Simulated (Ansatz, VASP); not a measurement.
# Cross-check of WS2 (Tungstenite) between VASP and Ansatz, part 2 of 2

Aim: how closely do two programs agree when they are given the same cell, functional and k mesh? The cell is taken from a series of runs on this material, whose earlier steps may have relaxed, scaled, displaced or heated it; both programs get it as it stands.

VASP 6.6.1 and Ansatz 0.2.0.

So far: The starting structure; VASP: G0W0 gap, r2SCAN.

**3. Ansatz: G0W0 gap, r2SCAN**

Level of this step: Ansatz beside VASP: Kohn-Sham DFT, plane waves, r2SCAN (Ansatz).

Ansatz runs on its default PAW (the set named soft_2) files.

The same cell, functional and mesh now go to Ansatz, which takes its cutoff from its data sets.

File input.yaml:

```yaml
crystal:
  lattice:
    - [3.18, 0.0, 0.0]
    - [-1.59, 2.753960784, 0.0]
    - [0.0, 0.0, 12.5]
  atoms:
    - { symbol: W, position: [0.3333333333, 0.6666666667, 0.25] }
    - { symbol: W, position: [0.6666666667, 0.3333333333, 0.75] }
    - { symbol: S, position: [0.3333333333, 0.6666666667, 0.625] }
    - { symbol: S, position: [0.6666666667, 0.3333333333, 0.125] }
    - { symbol: S, position: [0.3333333333, 0.6666666667, 0.875] }
    - { symbol: S, position: [0.6666666667, 0.3333333333, 0.375] }
kpoints:
  mp_grid: { grid: [6, 6, 2] }
hamiltonian:
  xc: r2scan
scf:
  occupations: { method: fixed }
gw:
  n_empty_bands: 703
  ecut_chi: 200.0
  qp_bands: [v2, c2]
  qp_kpoints: band_edges
  screening: { model: contour_deformation }
```

Numbers of over 12 decimals in the logs are rounded to 6 here.

Log:

```text
GPUs: using 1 of 1 available (devices: 1).
Engine: ansatz 0.2.0, x86_64-unknown-linux-gnu
Pseudopotentials: kind: paw
Pseudopotential: W, paw, valence charge 14, recommended cutoff 500 eV (meta_gga), W.paw.azcp
Pseudopotential: S, paw, valence charge 6, recommended cutoff 500 eV (meta_gga), S.paw.azcp
Functional definition: r2SCAN
  parameter k0 = 0.174
  parameter k1 = 0.065
  parameter a1 = 4.9479
  exchange = r2scan_x(k0 = k0, k1 = k1, a1 = a1)
  correlation = r2scan_c
device memory: the entry about to start is reckoned to put 1.6 GiB on a device that reports 64.2 GiB free (of which the cap on the GPU budget leaves the run 24.0 GiB)
GPU FFT provider: cuFFT
GPU libraries: cuBLAS 13.8.2, cuFFT 12.4.0, cuSOLVER 12.3.4
Crystal: 6 atoms, lattice volume = 109.470 Å³
Basis set: ecut = 500 eV, 2775 PW (Γ), exchange–correlation on 96×96×384 points (64 copies of the dense FFT grid, shifted against one another)
Bands: 32, of which v1, the nominal top of the filled ones, is band 26 counted from 1 (25 counted from 0)
Symmetry: 24 space group operations
Space group: P63/mmc (ITA 194), of the structure as read, at distance tolerance 4.8e-5 Å
k-points: 14 of 72
Non-local potential: W, projectors of the file, l = 0: 3, l = 1: 2, l = 2: 2, l = 3: 1
Non-local potential: S, projectors of the file, l = 0: 2, l = 1: 2, l = 2: 2
PAW form: soft (Blöchl's): semilocal exchange-correlation on the pseudo side does not see the compensation charge
PAW frozen core: W, regenerated for the run's functional (the file was generated under x = pbe(κ = 0.804, μ = 0.219515), c = pbe(β = 0.066725))
PAW frozen core: S, regenerated for the run's functional (the file was generated under x = pbe(κ = 0.804, μ = 0.219515), c = pbe(β = 0.066725))
PAW one-centre angular grid: W, 590 points (default); XC on 160 Gauss nodes
PAW one-centre angular grid: S, 302 points (default); XC on 160 Gauss nodes
Initial density: superposition of atomic densities (neutral atoms: chi_scale 0, normalization atom), corrected by the library's trained network
Initial wavefunctions: pseudopotential atomic-orbital guess
GPU buffer pool allocated for 55296 grid points (all kernels)
GPU transforms: local potential and band sums: pruned to the plane-wave sphere, on 24×24×96
Functional: x = r2scan, c = r2scan; τ floored in thin density (d = 2e-4 eV/Å³)
SCF iter   1: F=—  HF=-24423.137072 eV  |F-HF|=—  |Δ(HF+E_count)|=         —  Δρ=7.83e-3  dr2=4.30e-2  dr2_τ=1.63e-1  ethr=1.77e-3  ⟨swp⟩=4.1  Hψ=1846  notcnv=0  defer=43
preconditioner: auto → Resta (q_TF=auto, 2.410 Å⁻¹)  ε∞=6.8  [insulator: Δε(μ)=1.146 eV  Ē_g=8.816 eV  n_scr=26 (ndim 8)  ℏωp=21.3 eV  f_vac=0.025  ε∞_Penn≈6.8]
SCF iter   2: F=—  HF=-24423.274128 eV  |F-HF|=—  |Δ(HF+E_count)|=   1.37e-1  Δρ=4.60e-3  dr2=1.50e-2  dr2_τ=2.00e-3  ethr=8.28e-5  ⟨swp⟩=2.9  Hψ=866  notcnv=0  defer=54
SCF iter   3: F=—  HF=-24423.278416 eV  |F-HF|=—  |Δ(HF+E_count)|=   4.29e-3  Δρ=2.66e-3  dr2=3.70e-3  dr2_τ=3.42e-4  ethr=2.89e-5  ⟨swp⟩=2.4  Hψ=614  notcnv=0  defer=54
SCF iter   4: F=—  HF=-24423.281760 eV  |F-HF|=—  |Δ(HF+E_count)|=   3.34e-3  Δρ=2.26e-4  dr2=4.94e-5  dr2_τ=6.15e-6  ethr=7.11e-6  ⟨swp⟩=2.3  Hψ=736  notcnv=0  defer=54
SCF iter   5: F=—  HF=-24423.281792 eV  |F-HF|=—  |Δ(HF+E_count)|=   3.20e-5  Δρ=6.75e-5  dr2=9.60e-6  dr2_τ=4.00e-7  ethr=9.50e-8  ⟨swp⟩=2.2  Hψ=735  notcnv=0  defer=43
SCF iter   6: F=—  HF=-24423.281795 eV  |F-HF|=—  |Δ(HF+E_count)|=   3.25e-6  Δρ=1.23e-5  dr2=2.71e-7  dr2_τ=3.51e-8  ethr=1.85e-8  ⟨swp⟩=2.0  Hψ=658  notcnv=0  defer=45
SCF iter   7: F=-24423.281796 eV  HF=-24423.281796 eV  |F-HF|=7.06e-9  |Δ(HF+E_count)|=   1.45e-7  Δρ=2.40e-6  dr2=4.36e-9  dr2_τ=6.67e-10  ethr=1.92e-10  ⟨swp⟩=7.0  Hψ=1628  notcnv=0
SCF 1 converged in 7 iterations: F = -24423.281796 eV  dr2 = 4.36e-9
  greatest PAW one-centre occupation: 0.999 electrons in one spin orbital (limit 2), on the W atom at site 1 (counted from 0), in its partial waves of l = 0
device memory: the entry about to start is reckoned to put 1.8 GiB (of the 1.9 GiB reckoned in all, the device holds 0.1 GiB already) on a device that reports 64.1 GiB free (of which the cap on the GPU budget leaves the run 23.9 GiB)
NSCF: frozen V_eff on 14 k-points, pencils in batches of 32, up to order 128
the band table was solved once the SCF had ended and its energy, with any forces and stress, was formed, with the checks that follow a solve (1854 applications of the Hamiltonian). They found nothing against the state; the energy, forces and stress were not computed again (output.eigenvalues in the input reference)
device memory: the entry about to start is reckoned to put 4.5 GiB on a device that reports 64.2 GiB free (of which the cap on the GPU budget leaves the run 24.0 GiB)
NSCF: frozen V_eff on 14 k-points
G₀W₀ screening: q 1/14
G₀W₀ screening: q 1/14 (q-point 11)
G₀W₀ screening: q 3/14 (q-point 12)
G₀W₀ screening: q 3/14
G₀W₀ screening: q 5/14 (q-point 4)
G₀W₀ screening: q 5/14
G₀W₀ screening: q 7/14 (q-point 6)
G₀W₀ screening: q 7/14 (q-point 9)
G₀W₀ screening: q 9/14 (q-point 10)
G₀W₀ screening: q 9/14 (q-point 7)
G₀W₀ screening: q 11/14 (q-point 8)
G₀W₀ screening: q 11/14 (q-point 13)
G₀W₀ screening: q 13/14 (q-point 14)
G₀W₀ screening: q 13/14 (q-point 2)
G₀W₀ self-energy: k 1/10
G₀W₀ self-energy: k 2/10
G₀W₀ self-energy: k 3/10
G₀W₀ self-energy: k 4/10
G₀W₀ self-energy: k 5/10
G₀W₀ self-energy: k 6/10
G₀W₀ self-energy: k 7/10
G₀W₀ self-energy: k 8/10
G₀W₀ self-energy: k 9/10
G₀W₀ self-energy: k 10/10
SCF converged after 7 iterations
Free energy (F): -24423.281796 eV
Harris-Foulkes:  -24423.281796 eV  (|F-HF|=7.06e-9)
Internal energy: -24423.281796 eV  (E = F + TS)
E sigma→0 (E₀):  -24423.281796 eV
Fermi energy:    11.139004 eV
--- Per-component energies (eV) ---
  E_band       = -437.111410
  E_kinetic    = 1332.913805
  E_local      = -3639.700131  (includes V_loc(G=0)·N_el)
  E_nonlocal   = 115.531570
  E_hartree    = 1448.312667
  E_xc         = -866.597095
  E_vxc        = -899.812205  (∫ρ·V_xc dr)
  E_paw        = -19624.364436  (= ΣΔE_a)
  E_vpaw       = -287.150728  (= ΣTr[D̂ρ^β])
  E_aug_tail   = -0.000096  (compensation charges beyond the density's cutoff)
  E_vtau       = 44.480571  (kinetic-family band-sum trace: ∫τ·v_τ [+ j·A + Jᵃ·Aᵃ] dr)
  E_ewald      = -3187.763116
  E_core_change = -1.614965  (= ΣΔE_core)
  E_smearing   = -0.000000  (= −TS)
  E_closure    = -0.000000  (closes the sum)
  Σ components = -24423.281796   (vs F -24423.281796, Δ=0.00e0)
--- Band table (eV; the first three rows and the last of 14) ---
  k-point 0: bands = [... 22 lower, 8.7237, 9.4351, 10.0121, 11.1390, 13.5356, 13.5356, 13.5443, 13.5443, ... 2 higher]
  k-point 1: bands = [... 22 lower, 8.7014, 8.7014, 10.8137, 10.8137, 13.5312, 13.5312, 13.5312, 13.5312, ... 2 higher]
  k-point 2: bands = [... 22 lower, 8.6787, 9.5309, 9.9162, 10.3029, 12.8452, 13.2480, 13.4372, 13.4466, ... 2 higher]
  k-point 13: bands = [... 22 lower, 7.9242, 7.9242, 10.4352, 10.4352, 12.3877, 12.3877, 13.9479, 13.9479, ... 2 higher]
--- G₀W₀: contour deformation, 7 samples at zero and on the imaginary axis and 1 off it, 72 q-points, 703 empty bands' worth ---
  eigenvalues of the whole cell's RPA ε∞ on this k-mesh (on a slab, of 1 + 4πα/V) = 5.0614, 12.8871, 12.8871; static W/v taken at q = 0 is 0.079398
  bands read: the sum over 729 bands ends inside a degenerate multiplet in 8 slots, whose members it reads at an even weight; the widest, k=1: bands 727 to 730 (counted from 1) at 3/4 each
  gw.qp_kpoints: band_edges: 10 of 14 stored k-points solved, in 1 pass; an edge of the gap read off the rows below is read off those points alone
    valence top: of the k-points left out ik 6 came nearest to being solved in a further pass, in band 26 (counted from 1, as in the quasiparticle table): it holds the edge there only if its correction is more favourable than any solved in that band by at least 1.567 eV; those differ by 0.039 eV
    conduction bottom: of the k-points left out ik 4 came nearest to being solved in a further pass, in band 27 (counted from 1, as in the quasiparticle table): it holds the edge there only if its correction is more favourable than any solved in that band by at least 0.642 eV; those differ by 0.117 eV
    ik  band        ε_KS         Σx   Σc(E_QP)       V_xc       Z   E_QP_lin       E_QP  E_QP is
     0    25     10.0121   -18.3648     0.8048   -17.2873  0.7549     9.7382     9.7394  root
     0    26     11.1390   -19.5954     0.3251   -19.0188  0.7588    10.8870    10.8876  root
     0    27     13.5356   -13.7856    -4.4345   -18.4545  0.7623    13.7708    13.7700  root
     0    28     13.5356   -13.7856    -4.4345   -18.4545  0.7623    13.7708    13.7700  root
     1    25     10.8137   -19.2615     0.5645   -18.4256  0.7595    10.5415    10.5424  root
     1    26     10.8137   -19.2615     0.5645   -18.4256  0.7595    10.5415    10.5424  root
     1    27     13.5312   -13.7450    -4.4178   -18.3912  0.7618    13.7605    13.7597  root
     1    28     13.5312   -13.7450    -4.4178   -18.3912  0.7618    13.7605    13.7597  root
     2    25      9.9162   -18.9686     0.9047   -17.8090  0.7534     9.6604     9.6613  root
     2    26     10.3029   -19.2711     0.7204   -18.2920  0.7572    10.0434    10.0443  root
     2    27     12.8452   -13.3177    -4.0977   -17.5328  0.7626    12.9628    12.9625  root
     2    28     13.2480   -14.1503    -4.1764   -18.4973  0.7536    13.4190    13.4186  root
     3    25     10.2258   -19.2856     0.8248   -18.1943  0.7567     9.9584     9.9593  root
     3    26     10.2258   -19.2856     0.8248   -18.1943  0.7567     9.9584     9.9593  root
     3    27     13.1152   -13.6908    -4.2211   -18.0537  0.7591    13.2573    13.2570  root
     3    28     13.1152   -13.6908    -4.2211   -18.0537  0.7591    13.2573    13.2570  root
     8    25      9.5425   -19.5480     1.0845   -18.2129  0.7509     9.2908     9.2919  root
     8    26      9.5779   -19.6100     1.0645   -18.3054  0.7502     9.3369     9.3379  root
     8    27     12.2937   -13.0649    -3.9062   -17.0949  0.7698    12.4177    12.4175  root
     8    28     13.0471   -14.2839    -4.3327   -18.8023  0.7563    13.2333    13.2327  root
     9    25      9.5647   -19.5853     1.0727   -18.2667  0.7506     9.3177     9.3187  root
     9    26      9.5647   -19.5853     1.0727   -18.2667  0.7506     9.3177     9.3187  root
     9    27     12.6529   -13.5972    -4.0891   -17.8391  0.7654    12.8061    12.8057  root
     9    28     12.6529   -13.5972    -4.0891   -17.8391  0.7654    12.8061    12.8057  root
[...]
12    25     10.3589   -18.8156     0.3954   -18.1730  0.7626    10.1110    10.1117  root
    12    26     10.5263   -19.2427     0.3199   -18.6905  0.7623    10.2935    10.2940  root
    12    27     12.3875   -15.9296    -3.9717   -20.0950  0.7586    12.5816    12.5811  root
    12    28     12.3875   -15.9296    -3.9717   -20.0950  0.7586    12.5816    12.5811  root
    13    25     10.4352   -18.9884     0.3559   -18.3924  0.7626    10.1945    10.1951  root
    13    26     10.4352   -18.9884     0.3559   -18.3924  0.7626    10.1945    10.1951  root
    13    27     12.3877   -15.9338    -3.9717   -20.0992  0.7586    12.5819    12.5814  root
    13    28     12.3877   -15.9338    -3.9717   -20.0992  0.7586    12.5819    12.5814  root
```

The column dr2 measures how far the density is from self-consistency, as an energy; F and HF (Harris–Foulkes) agree once it is small.

**4. Differences**

Known differences besides the potentials themselves: VASP keeps PBE cores, Ansatz makes them for the functional; fixed occupations in Ansatz, narrow Gaussian smearing in VASP; the cutoff is 500 eV in Ansatz and 340 eV in VASP; Ansatz integrates over frequency by contour deformation, VASP on a grid of NOMEGA points; Ansatz's G0W0 levels solve the quasiparticle equation, VASP's are linearised. Total energies have different zeros and are not compared.

The two programs side by side:

```
                   quantity  Ansatz  VASP  difference
  G0W0 gap on the mesh (eV)    1.53  1.64       -0.11
Kohn-Sham gap under it (eV)    1.15  1.15        0.00
```

VASP's log warns that its frequency grid doesn't suit quasiparticle energies on this mesh.

**5. What came out**

```json
{
  "difference in G0W0 gap on the mesh (G0W0 gap, r2SCAN)": "-0.11 eV"
}
```

The difference in G0W0 gap on the mesh is -0.11 eV (G0W0 gap, r2SCAN). Such differences can come from data sets, numerical settings and the points named under the comparisons, not from the functional's error against experiment.

[Lines on the potential files, build, host, timing and source positions are cut from VASP's logs without a mark.]

[Logs are printed without paths, hosts, clocks, repeated set-up lines and the standing remarks that a program may print on its own settings, such as how far it seeks lower states.]

[Hosts, paths, dates, database ids (printed as entryN), source tags and the programs' standing remarks are cut or masked in the printed files.]
